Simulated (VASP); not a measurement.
Method: rev-vdW-DF2, VASP's PBE PAW potentials (set 64) (plane waves; VASP).

VASP ran on this input.

POSCAR:
```
Ba
1
   -2.4616486788     2.4616486788     2.4616486788
    2.4616486788    -2.4616486788     2.4616486788
    2.4616486788     2.4616486788    -2.4616486788
Ba
1
Direct
  1.0000000000   0.0000000000   0.0000000000
```

### KPOINTS
```
Automatic
0
G
  12 12 12
0 0 0
```

**INCAR**
```
NEDOS  =  601   # DOS grid
LWAVE  =  F
AGGAC  =  0.0
NELM  =  100
LORBIT  =  11   # lm-projected
LMAXMIX  =  4   # l cut-off of mixed one-centre charges
ENCUT  =  520
PARAM1  =  0.1234568
EDIFF  =  1E-7   # SCF stop (eV)
LCHARG  =  T
LASPH  =  T
GGA  =  MK
LUSE_VDW  =  T
ISMEAR  =  -5   # tetrahedra, Bloechl
PARAM2  =  0.7114
ISIF  =  2   # forces and stress, cell fixed
ALGO  =  Normal
ZAB_VDW  =  -1.8867
PREC  =  Accurate
LREAL  =  F
SYSTEM  =  Ba
```

POTCAR, in this order: Ba_sv (PBE.64 set). Program: vasp_std.

The resulting files:

OSZICAR:
```
       N       E                     dE             d eps       ncg     rms          rms(c)
DAV:   1     0.590178192631E+02    0.59018E+02   -0.43634E+03  1296   0.920E+02
DAV:   2     0.223046681936E+01   -0.56787E+02   -0.56160E+02  1562   0.151E+02
DAV:   3     0.584719035596E-01   -0.21720E+01   -0.21632E+01  1659   0.348E+01
DAV:   4     0.277984005345E-02   -0.55692E-01   -0.55605E-01  1994   0.454E+00
DAV:   5     0.223362457484E-02   -0.54622E-03   -0.54450E-03  1843   0.314E-01    0.177E+00
DAV:   6     0.226077881177E-02    0.27154E-04   -0.29721E-03  1722   0.692E-01    0.106E+00
DAV:   7     0.135965372579E-03   -0.21248E-02   -0.94385E-03  1426   0.128E+00    0.574E-02
DAV:   8    -0.289759964630E-03   -0.42573E-03   -0.59013E-04  1875   0.259E-01    0.322E-02
DAV:   9    -0.299086711493E-03   -0.93267E-05   -0.13073E-05  1878   0.297E-02    0.509E-03
DAV:  10    -0.302736013168E-03   -0.36493E-05   -0.41961E-06  1933   0.155E-02    0.140E-03
DAV:  11    -0.304162160091E-03   -0.14261E-05   -0.21957E-07  1643   0.311E-03    0.841E-04
DAV:  12    -0.303944262669E-03    0.21790E-06   -0.79387E-08   880   0.378E-03    0.932E-05
DAV:  13    -0.303916372445E-03    0.27890E-07   -0.21223E-09   825   0.484E-04
   1 F= -.30391637E-03 E0= -.30391637E-03  d E =0.000000E+00
```

File OUTCAR:
```
------------------------ aborting loop because EDIFF is reached ----------------------------------------
  FORCE on cell =-STRESS in cart. coord.  units (eV):
  Direction    XX          YY          ZZ          XY          YZ          ZX
  --------------------------------------------------------------------------------------
  Total        0.0047459      0.0047459      0.0047459      0.0000000      0.0000000     -0.0000000
  in kB        0.1274344      0.1274344      0.1274344      0.0000000      0.0000000     -0.0000000
  external PRESSURE =       0.1274344 kB  Pullay stress =       0.0000000 kB
  volume of cell :       59.67
      direct lattice vectors                 reciprocal lattice vectors
    -2.461648679  2.461648679  2.461648679     0.000000000  0.203115905  0.203115905
     2.461648679 -2.461648679  2.461648679     0.203115905  0.000000000  0.203115905
     2.461648679  2.461648679 -2.461648679     0.203115905  0.203115905  0.000000000
 POSITION                                       TOTAL-FORCE (eV/Angst)
 -----------------------------------------------------------------------------------
      0.00000      0.00000      0.00000        -0.000000     -0.000000      0.000000
 -----------------------------------------------------------------------------------
    total drift:                               -0.000000     -0.000000      0.000000
  FREE ENERGIE OF THE ION-ELECTRON SYSTEM (eV)
  ---------------------------------------------------
  free  energy   TOTEN  =        -0.0003039164 eV

  energy  without entropy=       -0.0003039164  energy(sigma->0) =       -0.00030392

 total charge

# of ion       s       p       d       tot
------------------------------------------
    1        2.074   5.533   0.296   7.903
```
(Selected blocks of OUTCAR.)

For a metal the tetrahedron method with Blöchl corrections gives inexact stress and forces.

The compound is Ba in the bcc structure. It was relaxed first, which changed the volume by -6 %.
